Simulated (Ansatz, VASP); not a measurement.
Mn3P2 in VASP and in Ansatz

```
Mn P
1.0
     4.29381    0.00000    0.00000
     0.00000    4.29381    0.00000
     0.00000    0.00000    4.29381
Mn P
3 2
Direct
  0.00000 0.50000 0.50000
  0.50000 0.00000 0.50000
  0.50000 0.50000 0.00000
  0.50000 0.50000 0.50000
  0.00000 0.00000 0.00000
```

Alike in both runs: functional PBE; k mesh 4 × 4 × 4; occupations gaussian, width 0.1 eV; collinear spin.

Ansatz relaxed the structure, and its values are those at the end. VASP's run is a single point on that final structure, the one shown.

```csv
,VASP,Ansatz
version,VASP 6.6.1,Ansatz 0.2.0
potentials or method,"VASP PAW PBE potentials, release 64 (Mn_pv, P)","scalar-relativistic, plane waves, PAW"
plane-wave cutoff (eV),520,420
valence electrons in the cell,49,55
```

Ansatz gave:

```
gap on the k mesh at the Fermi level (eV)                     : none
pressure (GPa)                                                : 0.0
net moment per atom (μB)                                      : 1.72
size of the moment on the site where the two differ most (μB) : 2.67
```

Question: What did VASP give for the same quantities?

Answer: gap on the k mesh at the Fermi level (eV): none; pressure (GPa): 0.1; net moment per atom (μB): 1.72; size of the moment on the site where the two differ most (μB): 2.92.

Site moments also hang on the region over which each program counts them. A gap of «none» marks a metal or a gap that the smearing closes. With one functional, cell and mesh, what is left measures potentials, basis and numerics. The two sets of potentials don't hold the same shells in valence.

Caveats: the k mesh is coarse (spacing up to 0.37 Å⁻¹), so the values aren't converged.
